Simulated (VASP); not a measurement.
# Titanium with SCAN: from relaxation to properties, part 3 of 3

What structure and properties does SCAN give Titanium, and how near are they to the measured ones? The start is a cell from a database of measured crystal structures.

VASP 6.6.1; SCAN; plane waves and PAW (Ti_sv).

So far. Step 3 (Second relaxation): It ends with forces that vanish by symmetry and a pressure of -0.04 GPa. The volume moved by only 0.14 %, so the volume is settled. Step 4 (Single point with fields (SCAN)): In this run the pressure is -0.01 GPa, small enough to go on. The relaxed cell has a = 2.927, c = 4.614 Å (conventional setting).

**5. Bands along the symmetry lines (SCAN)**

The mesh alone shows little of the dispersion and can miss band extrema, so KPOINTS_OPT adds a path through the symmetry points after the self-consistent cycle.

Input file INCAR:

```
SYSTEM = Ti
PREC = Accurate
ENCUT = 400
EDIFF = 1E-06
NELM = 100
ISMEAR = 1
SIGMA = 0.2
LREAL = .FALSE.
ALGO = Normal
METAGGA = SCAN
LASPH = .TRUE.
NBANDS = 24
LORBIT = 11
LWAVE = .FALSE.
LCHARG = .FALSE.
KPAR = 2
```

Input file POSCAR:

```
Ti
1.0
    2.9272640002      0.0000000000      0.0000000000
   -1.4636320000      2.5350849878      0.0000000000
    0.0000000000      0.0000000000      4.6141296527
Ti
2
Direct
    0.3333333333      0.6666666667      0.2500000000
    0.6666666667      0.3333333333      0.7500000000
```

Input file KPOINTS:

```
Automatic mesh
0
Gamma
9 9 5
0 0 0
```

Input file KPOINTS_OPT:

```
Line mode
16
Line-mode
Reciprocal
  0.00000000   0.00000000   0.00000000 GAMMA
  0.50000000   0.00000000   0.00000000 M

  0.50000000   0.00000000   0.00000000 M
  0.33333333   0.33333333   0.00000000 K

  0.33333333   0.33333333   0.00000000 K
  0.00000000   0.00000000   0.00000000 GAMMA

  0.00000000   0.00000000   0.00000000 GAMMA
  0.00000000   0.00000000   0.50000000 A

  0.00000000   0.00000000   0.50000000 A
  0.50000000   0.00000000   0.50000000 L

  0.50000000   0.00000000   0.50000000 L
  0.33333333   0.33333333   0.50000000 H

  0.33333333   0.33333333   0.50000000 H
  0.00000000   0.00000000   0.50000000 A

  0.50000000   0.00000000   0.50000000 L
  0.50000000   0.00000000   0.00000000 M

  0.33333333   0.33333333   0.00000000 K
  0.33333333   0.33333333   0.50000000 H
```

PAW data sets: Ti_sv (PBE family, release 64).

Launch:

```console
> mpirun -np 2 vasp_std
```

The log of the run:

```text
[... set-up lines as in an earlier step ...]
 entering main loop
       N       E                     dE             d eps       ncg     rms          rms(c)
DAV:   1     0.242649942855E+03    0.24265E+03   -0.10820E+04  1736   0.110E+03
DAV:   2    -0.870780493677E+01   -0.25136E+03   -0.24327E+03  1808   0.351E+02
DAV:   3    -0.396284053602E+02   -0.30921E+02   -0.30407E+02  3384   0.101E+02
DAV:   4    -0.405809933779E+02   -0.95259E+00   -0.95236E+00  1808   0.190E+01
DAV:   5    -0.405986592438E+02   -0.17666E-01   -0.17665E-01  2232   0.247E+00    0.150E+01
DAV:   6    -0.320734839707E+02    0.85252E+01   -0.91003E+00  2080   0.356E+01    0.275E+00
DAV:   7    -0.320147520595E+02    0.58732E-01   -0.43019E-01  1816   0.458E+00    0.163E+00
DAV:   8    -0.320493484328E+02   -0.34596E-01   -0.80743E-02  1992   0.229E+00    0.320E-01
DAV:   9    -0.320542979640E+02   -0.49495E-02   -0.98937E-03  2432   0.693E-01    0.119E-01
DAV:  10    -0.320553013934E+02   -0.10034E-02   -0.19655E-04  2032   0.106E-01    0.526E-02
DAV:  11    -0.320557641058E+02   -0.46271E-03   -0.11770E-04  2520   0.699E-02    0.294E-02
DAV:  12    -0.320559741665E+02   -0.21006E-03   -0.76094E-06  2032   0.174E-02    0.174E-02
DAV:  13    -0.320561656720E+02   -0.19151E-03   -0.42003E-06  2024   0.193E-02    0.516E-03
DAV:  14    -0.320562091773E+02   -0.43505E-04   -0.32062E-07  1072   0.517E-03    0.240E-03
DAV:  15    -0.320562496231E+02   -0.40446E-04   -0.19708E-07   992   0.404E-03    0.447E-04
DAV:  16    -0.320562497367E+02   -0.11351E-06   -0.42030E-08   952   0.203E-03
   1 F= -.32056250E+02 E0= -.32058667E+02  d E =0.725326E-02
 Start KPOINTS_OPT (optional k-point list driver)
k-point batch [1-36\144]
       N       E                     dE             ncg
DAV:   1    -0.629552411811E+04   -0.31673E+05     1752
DAV:   2    -0.154155276978E+05   -0.91200E+04     1792
DAV:   3    -0.164805519321E+05   -0.10650E+04     3280
DAV:   4    -0.165212883028E+05   -0.40736E+02     1800
DAV:   5    -0.165222573689E+05   -0.96907E+00     2584
DAV:   6    -0.165222679075E+05   -0.10539E-01     1864
DAV:   7    -0.165222683190E+05   -0.41154E-03     2408
DAV:   8    -0.165222683309E+05   -0.11909E-04     1440
DAV:   9    -0.165222683316E+05   -0.63039E-06     1184
[...]
k-point batch [109-144\144]
       N       E                     dE             ncg
DAV:   1    -0.640376715278E+04   -0.38130E+05     1752
DAV:   2    -0.154060146788E+05   -0.90022E+04     1760
DAV:   3    -0.164482299860E+05   -0.10422E+04     3336
DAV:   4    -0.164881060820E+05   -0.39876E+02     1752
DAV:   5    -0.164889113866E+05   -0.80530E+00     2216
DAV:   6    -0.164889268986E+05   -0.15512E-01     1808
DAV:   7    -0.164889274651E+05   -0.56655E-03     2336
DAV:   8    -0.164889274876E+05   -0.22454E-04     1544
DAV:   9    -0.164889274885E+05   -0.94527E-06     1192
```

Run time: 55 s. Hardware: 2 MPI ranks of AMD EPYC 9R45, shared host; peak memory 0.25 GiB.

Parts of OUTCAR (step 5):

```text
   k-points           NKPTS =     36   k-points in BZ     NKDIM =     36   number of bands    NBANDS=     24

   NELECT =      24.0000    total number of electrons

 E-fermi :   8.5558

 k-point     2 :       0.1111    0.0000    0.0000
  band No.  band energies     occupation
    ...
      6     -25.5633      2.00000
      7     -25.5502      2.00000
      8     -25.5106      2.00000
      9       2.3476      2.00000
     10       5.9278      2.00000
     11       8.6850      0.12097
     12       8.8963     -0.03690
     13       9.6771     -0.00000
     14       9.7477     -0.00000
     15       9.9229     -0.00000
    ...

  Total       -0.0004503     -0.0004503     -0.0015889     -0.0000000      0.0000000     -0.0000000
  in kB       -0.0210680     -0.0210680     -0.0743454     -0.0000000      0.0000000     -0.0000000
  external PRESSURE =      -0.0388271 kB  Pullay stress =       0.0000000 kB

 POSITION                                       TOTAL-FORCE (eV/Angst)
 -----------------------------------------------------------------------------------
     -0.00000      1.69006      1.15353        -0.000000      0.000000      0.000000
      1.46363      0.84503      3.46060         0.000000      0.000000      0.000000
 -----------------------------------------------------------------------------------
    total drift:                               -0.000000      0.000000     -0.000000

  FREE ENERGIE OF THE ION-ELECTRON SYSTEM (eV)
  ---------------------------------------------------
  free  energy   TOTEN  =       -32.0562497367 eV

  energy  without entropy=      -32.0635030008  energy(sigma->0) =      -32.05866749

[... 10 parts as in an earlier step ...]

[... 6 further parts left out ...]
```

This step gave:

```
bands    : 24
pressure : -0.003883 GPa
```

Electronic bands along the path, in eV, zero at the Fermi level; # counts the bands kept:

| point | #1 | #2 | #3 | #4 | #5 | #6 | #7 | #8 |
| --- | --- | --- | --- | --- | --- | --- | --- | --- |
| Γ | -6.56 | -2.90 | 0.69 | 0.86 | 0.87 | 0.96 | 1.40 | 1.40 |
| 0.53 of the way | -4.71 | -1.89 | -1.12 | -0.55 | 0.80 | 1.03 | 1.12 | 2.21 |
| M | -2.53 | -2.33 | -1.95 | -0.83 | 0.56 | 0.72 | 1.27 | 3.59 |
| 0.53 of the way | -2.11 | -1.89 | -1.85 | -1.14 | 0.34 | 0.56 | 1.42 | 3.32 |
| K | -1.78 | -1.58 | -1.58 | -1.45 | 0.29 | 0.29 | 1.66 | 3.27 |
| 0.47 of the way | -4.15 | -1.57 | -1.30 | -0.95 | 0.55 | 0.84 | 1.24 | 2.10 |
| Γ | -6.56 | -2.90 | 0.69 | 0.86 | 0.87 | 0.96 | 1.40 | 1.40 |
| 0.47 of the way | -6.09 | -3.20 | 0.12 | 0.69 | 0.71 | 0.71 | 1.16 | 1.16 |
| A | -4.62 | -4.62 | 0.06 | 0.06 | 0.76 | 0.76 | 0.76 | 0.76 |
| 0.53 of the way | -3.27 | -3.27 | -0.63 | -0.63 | 0.44 | 0.44 | 1.61 | 1.61 |
| L | -2.70 | -2.70 | -0.89 | -0.89 | 1.27 | 1.27 | 1.90 | 1.90 |
| 0.47 of the way | -2.30 | -2.30 | -0.70 | -0.70 | 0.20 | 0.20 | 2.03 | 2.03 |
| H | -1.36 | -1.36 | -1.12 | -1.12 | -0.34 | -0.34 | 1.86 | 1.86 |
| 0.53 of the way | -3.19 | -3.19 | -0.60 | -0.60 | 0.25 | 0.25 | 1.59 | 1.59 |
| A | -4.62 | -4.62 | 0.06 | 0.06 | 0.76 | 0.76 | 0.76 | 0.76 |
| jump to L | -2.70 | -2.70 | -0.89 | -0.89 | 1.27 | 1.27 | 1.90 | 1.90 |
| 0.53 of the way | -2.82 | -2.31 | -1.24 | -1.17 | 0.88 | 1.02 | 1.32 | 3.23 |
| M | -2.53 | -2.33 | -1.95 | -0.83 | 0.56 | 0.72 | 1.27 | 3.59 |
| jump to K | -1.78 | -1.58 | -1.58 | -1.45 | 0.29 | 0.29 | 1.66 | 3.27 |
| 0.47 of the way | -1.63 | -1.42 | -1.42 | -1.39 | 0.05 | 0.05 | 1.61 | 2.89 |
| H | -1.36 | -1.36 | -1.12 | -1.12 | -0.34 | -0.34 | 1.86 | 1.86 |

There is no gap at this level.

Of the bands kept, 4 cross the Fermi level on this path.

**6. Density of states (SCAN)**

Here the states are counted by energy and projected on the atoms. The mesh is finer than in the run before.

Changes to INCAR since step 5:

```diff
@@ -5,3 +5,3 @@
 NELM = 100
-ISMEAR = 1
+ISMEAR = -5
 SIGMA = 0.2
@@ -16 +16,2 @@
 KPAR = 2
+NEDOS = 2001
```

POSCAR is that of step 5.

Input file KPOINTS:

```
Automatic mesh
0
Gamma
13 13 7
0 0 0
```

Launch:

```console
> mpirun -np 2 vasp_std
```

The log of the run:

```text
[... set-up lines as in an earlier step ...]
 entering main loop
       N       E                     dE             d eps       ncg     rms          rms(c)
DAV:   1     0.241622749440E+03    0.24162E+03   -0.10744E+04  4080   0.110E+03
DAV:   2    -0.895511057082E+01   -0.25058E+03   -0.24264E+03  4176   0.352E+02
DAV:   3    -0.395965644808E+02   -0.30641E+02   -0.30096E+02  7840   0.101E+02
DAV:   4    -0.405783045112E+02   -0.98174E+00   -0.98125E+00  4136   0.193E+01
DAV:   5    -0.405962920377E+02   -0.17988E-01   -0.17987E-01  5112   0.251E+00    0.150E+01
DAV:   6    -0.320736422011E+02    0.85226E+01   -0.90859E+00  4800   0.356E+01    0.275E+00
DAV:   7    -0.320159653687E+02    0.57677E-01   -0.44093E-01  4296   0.461E+00    0.163E+00
DAV:   8    -0.320506784090E+02   -0.34713E-01   -0.82403E-02  4712   0.231E+00    0.320E-01
DAV:   9    -0.320555218368E+02   -0.48434E-02   -0.98366E-03  5688   0.691E-01    0.118E-01
DAV:  10    -0.320565196383E+02   -0.99780E-03   -0.20228E-04  4792   0.105E-01    0.518E-02
DAV:  11    -0.320569594923E+02   -0.43985E-03   -0.11435E-04  5360   0.678E-02    0.295E-02
DAV:  12    -0.320571761544E+02   -0.21666E-03   -0.80058E-06  5208   0.177E-02    0.171E-02
DAV:  13    -0.320573644464E+02   -0.18829E-03   -0.36319E-06  4736   0.181E-02    0.491E-03
DAV:  14    -0.320574124313E+02   -0.47985E-04   -0.29406E-07  2592   0.498E-03    0.191E-03
DAV:  15    -0.320574447000E+02   -0.32269E-04   -0.14972E-07  2272   0.335E-03    0.401E-04
DAV:  16    -0.320574464703E+02   -0.17703E-05   -0.36002E-08  2160   0.183E-03    0.162E-04
DAV:  17    -0.320574479960E+02   -0.15256E-05   -0.12145E-08  2136   0.957E-04    0.475E-05
DAV:  18    -0.320574487171E+02   -0.72113E-06   -0.54197E-09  2136   0.537E-04
   1 F= -.32057449E+02 E0= -.32057449E+02  d E =0.000000E+00
 -----------------------------------------------------------------------------
|                                                                             |
|           W    W    AA    RRRRR   N    N  II  N    N   GGGG   !!!           |
|           W    W   A  A   R    R  NN   N  II  NN   N  G    G  !!!           |
|           W    W  A    A  R    R  N N  N  II  N N  N  G       !!!           |
|           W WW W  AAAAAA  RRRRR   N  N N  II  N  N N  G  GGG   !            |
|           WW  WW  A    A  R   R   N   NN  II  N   NN  G    G                |
|           W    W  A    A  R    R  N    N  II  N    N   GGGG   !!!           |
|                                                                             |
|     Tetrahedron method does not include variations of the Fermi             |
|     occupations, so forces and stress will be inaccurate. We suggest        |
|     using a different smearing scheme ISMEAR = 1 or 2 for metals in         |
|     relaxations.                                                            |
|                                                                             |
 -----------------------------------------------------------------------------
```

Wall time 48 s (2 MPI ranks); peak memory 0.27 GiB.

From OUTCAR (step 6):

```text
   k-points           NKPTS =     84   k-points in BZ     NKDIM =     84   number of bands    NBANDS=     24

   NELECT =      24.0000    total number of electrons

 E-fermi :   8.5679

 k-point     1 :       0.0000    0.0000    0.0000
  band No.  band energies     occupation
    ...
      6     -25.5338      2.00000
      7     -25.5098      2.00000
      8     -25.5096      2.00000
      9       1.9907      2.00000
     10       5.6565      2.00000
     11       9.2427      0.00000
     12       9.4151      0.00000
     13       9.4154      0.00000
     14       9.5132      0.00000
     15       9.9495      0.00000
    ...

  Total       -0.0354597     -0.0354597      0.1464954     -0.0000000      0.0000000     -0.0000000
  in kB       -1.6592108     -1.6592108      6.8547322     -0.0000000      0.0000000     -0.0000000
  external PRESSURE =       1.1787702 kB  Pullay stress =       0.0000000 kB

 POSITION                                       TOTAL-FORCE (eV/Angst)
 -----------------------------------------------------------------------------------
     -0.00000      1.69006      1.15353         0.000000      0.000000      0.000000
      1.46363      0.84503      3.46060        -0.000000     -0.000000      0.000000
 -----------------------------------------------------------------------------------
    total drift:                               -0.000000      0.000000     -0.000000

  FREE ENERGIE OF THE ION-ELECTRON SYSTEM (eV)
  ---------------------------------------------------
  free  energy   TOTEN  =       -32.0574487171 eV

  energy  without entropy=      -32.0574487171  energy(sigma->0) =      -32.05744872

[... 7 parts as in an earlier step ...]

[... 9 further parts left out ...]
```

With tetrahedra the forces and stress of a metal are not exact derivatives of the energy.

This step gave:

```
SCF cycles             : 18
irreducible k-points   : 84
Fermi energy           : 8.568 eV
pressure               : 0.1179 GPa
DOS at the Fermi level : 1.582 states/eV/cell
```

The density of states has structure finer than the step of the table below, so its rows give means over 0.25 eV, whole bins alone (the curve runs from -12.0 to 1.66 eV). Peaks (eV: height): total -1.752: 3.06, -0.898: 4.57, 0.340: 4.71, 0.767: 4.69, 0.895: 5.48, 1.194: 5.79, 1.450: 3.97; Ti d -1.752: 1.68, -0.898: 2.61, 0.340: 3.35, 0.767: 3.39, 0.895: 3.99, 1.194: 4.53, 1.450: 3.22.

States under -12.0 eV and over 1.7 eV are left out. Density of states against energy, zero at the Fermi level; means over each step; values in states/eV/cell:

| energy (eV) | total | Ti d |
| --- | --- | --- |
| -6.75 | 0 | 0 |
| -6.50 | 0.0209 | 0 |
| -6.25 | 0.0867 | 0 |
| -6.00 | 0.129 | 6.2e-5 |
| -5.75 | 0.162 | 9.7e-4 |
| -5.50 | 0.196 | 0.00171 |
| -5.25 | 0.228 | 0.00316 |
| -5.00 | 0.288 | 0.00609 |
| -4.75 | 0.316 | 0.00886 |
| -4.50 | 0.336 | 0.0134 |
| -4.25 | 0.362 | 0.0202 |
| -4.00 | 0.447 | 0.0350 |
| -3.75 | 0.524 | 0.0540 |
| -3.50 | 0.622 | 0.0859 |
| -3.25 | 0.787 | 0.147 |
| -3.00 | 1.11 | 0.287 |
| -2.75 | 1.74 | 0.609 |
| -2.50 | 1.80 | 0.694 |
| -2.25 | 2.24 | 1.01 |
| -2.00 | 2.44 | 1.23 |
| -1.75 | 2.71 | 1.48 |
| -1.50 | 1.99 | 1.13 |
| -1.25 | 2.43 | 1.39 |
| -1.00 | 3.74 | 2.12 |
| -0.75 | 3.27 | 1.91 |
| -0.50 | 1.86 | 1.15 |
| -0.25 | 1.39 | 0.889 |
| 0.00 | 1.72 | 1.12 |
| 0.25 | 3.78 | 2.64 |
| 0.50 | 4.11 | 2.95 |
| 0.75 | 4.23 | 3.00 |
| 1.00 | 4.35 | 3.22 |
| 1.25 | 4.40 | 3.42 |
| 1.50 | 2.99 | 2.41 |

The finer mesh and the other smearing move the Fermi level by +0.01 eV from the 9×9×5 run, a small shift, which tests the Fermi level alone.

**7. Elastic constants (SCAN)**

IBRION = 6 with ISIF = 3 strains the cell both ways at fixed fractional positions, and adds the ions' share afterwards from the force constants. Stress converges slowly with the basis, so the cutoff is raised.

Input file INCAR:

```
SYSTEM = Ti
PREC = Accurate
ENCUT = 500
EDIFF = 1E-07
NELM = 100
ISMEAR = 1
SIGMA = 0.2
LREAL = .FALSE.
ALGO = Normal
METAGGA = SCAN
LASPH = .TRUE.
NBANDS = 18
LORBIT = 11
LWAVE = .FALSE.
LCHARG = .FALSE.
KPAR = 2
IBRION = 6
NFREE = 2
POTIM = 0.015
ISIF = 3
NSW = 1
```

POSCAR is that of step 6.

Input file KPOINTS:

```
Automatic mesh
0
Gamma
28 28 16
0 0 0
```

Launch:

```console
> mpirun -np 2 vasp_std
```

The log of the run:

```text
[... set-up lines as in an earlier step ...]
 entering main loop
       N       E                     dE             d eps       ncg     rms          rms(c)
DAV:   1     0.245483740958E+03    0.24548E+03   -0.13262E+04 25952   0.167E+03
DAV:   2    -0.739613282458E+01   -0.25288E+03   -0.24970E+03 26438   0.466E+02
DAV:   3    -0.391452286079E+02   -0.31749E+02   -0.31394E+02 49430   0.133E+02
DAV:   4    -0.405313031125E+02   -0.13861E+01   -0.13847E+01 29476   0.298E+01
[...]
DAV:  20    -0.320732943976E+02   -0.14306E-06   -0.15399E-09 14058   0.271E-04    0.720E-05
DAV:  21    -0.320732952374E+02   -0.83984E-06   -0.99841E-10 13978   0.259E-04    0.110E-05
DAV:  22    -0.320732952471E+02   -0.96534E-08   -0.45686E-10 13892   0.171E-04
   1 F= -.32073295E+02 E0= -.32074993E+02  d E =0.509317E-02
[... from here on, the cycles between the ionic steps are left out ...]
   2 F= -.32068601E+02 E0= -.32070300E+02  d E =0.509631E-02
   3 F= -.32067338E+02 E0= -.32068993E+02  d E =0.496329E-02
   4 F= -.32068506E+02 E0= -.32070206E+02  d E =0.509761E-02
   5 F= -.32067350E+02 E0= -.32069004E+02  d E =0.496300E-02
   6 F= -.32069928E+02 E0= -.32071694E+02  d E =0.529873E-02
   7 F= -.32067116E+02 E0= -.32068787E+02  d E =0.501257E-02
   8 F= -.32071458E+02 E0= -.32073132E+02  d E =0.502242E-02
   9 F= -.32071462E+02 E0= -.32073136E+02  d E =0.502249E-02
 Finite differences progress:
  Degree of freedom:   4/  8
  Displacement:        2/  2
  Total:               8/ 16
[...]
N       E                     dE             d eps       ncg     rms          rms(c)
DAV:   1    -0.321016995410E+02   -0.30238E-01   -0.17801E+00123048   0.189E+01    0.118E+00
DAV:   2    -0.320831114684E+02    0.18588E-01   -0.10106E-01117856   0.327E+00    0.688E-01
DAV:   3    -0.320721143972E+02    0.10997E-01   -0.18937E-02157520   0.184E+00    0.800E-02
DAV:   4    -0.320720445258E+02    0.69871E-04   -0.21525E-03130276   0.514E-01    0.439E-02
DAV:   5    -0.320718962069E+02    0.14832E-03   -0.21706E-04190556   0.185E-01    0.758E-03
 hard stop encountered!  aborting job ...
 -----------------------------------------------------------------------------
|                                                                             |
|           W    W    AA    RRRRR   N    N  II  N    N   GGGG   !!!           |
|           W    W   A  A   R    R  NN   N  II  NN   N  G    G  !!!           |
|           W    W  A    A  R    R  N N  N  II  N N  N  G       !!!           |
|           W WW W  AAAAAA  RRRRR   N  N N  II  N  N N  G  GGG   !            |
|           WW  WW  A    A  R   R   N   NN  II  N   NN  G    G                |
|           W    W  A    A  R    R  N    N  II  N    N   GGGG   !!!           |
|                                                                             |
|     The electronic self-consistency was not achieved in the given           |
|     number of steps (NELM). The forces and other quantities evaluated       |
|     might not be reliable so examine the results carefully. If you find     |
|     spurious results, we suggest increasing NELM, if you were close to      |
|     convergence or switching to a different ALGO or adjusting the           |
|     density mixing parameters otherwise.                                    |
|                                                                             |
 -----------------------------------------------------------------------------

 soft stop encountered!  aborting job ...
```

Wall time 2.7 h (2 MPI ranks).

The run was stopped at its time limit, by a STOPCAR file.

More ranks or a longer limit would be the way on.

**8. Results**

```yaml
relaxed_volume: 17.12 Å³/atom
relaxed_conventional_cell_a_b_c: 2.927, 2.927, 4.614 Å; angles 90.0, 90.0, 120.0°
space_group_after_relaxing_within_0p02_a: P6_3/mmc (No. 194)
band_gap: none, a metal
dos_at_the_fermi_level: 1.58 states/eV/cell
```

**Reading.** With SCAN, Titanium relaxes to 17.12 Å³/atom in space group P6_3/mmc (held by the symmetry of the run) and comes out as a metal. Against the listed cell the volume lies -2.9 % (a -0.8 %, c -1.4 %). Not obtained: elastic constants (SCAN), because the run hit its time limit. Bands along the symmetry lines (SCAN): Of the bands kept, 4 cross the Fermi level on this path. The k-sampling is coarse for a metal, so the Fermi level, pressures and the shape of the cell carry errors. No search among competing phases was made. All values are for a static lattice at zero temperature.

Computed beside measured:

| quantity | measured | SCAN |
| --- | --- | --- |
| lattice constant a (Å) | 2.9536 | 2.927 (-0.9 %) |
| lattice constant c (Å) | 4.685 | 4.614 (-1.5 %) |

Measured values from arxiv:2402.07147 (2024).

**Verdict.** The lattice constant a is off by -0.9 %: fair agreement. The lattice constant c is off by -1.5 %: fair agreement. The grades are ours: good and fair within 0.7 and 1.5 % for the lattice constant a and 0.8 and 2 % for the lattice constant c. For lattice constants the calculation has a static lattice, without zero-point motion or thermal expansion (measured at up to 298 K).

[Lines on the potential files, build, host, timing and source positions are cut from VASP's logs without a mark.]

[Logs are printed without paths, hosts, clocks, repeated set-up lines and the standing remarks that a program may print on its own settings, such as how far it seeks lower states.]

[Hosts, paths, dates, database ids (printed as entryN), source tags and the programs' standing remarks are cut or masked in the printed files.]

[A measured line is paired with the nearest computed mode of its activity, which favours agreement.]
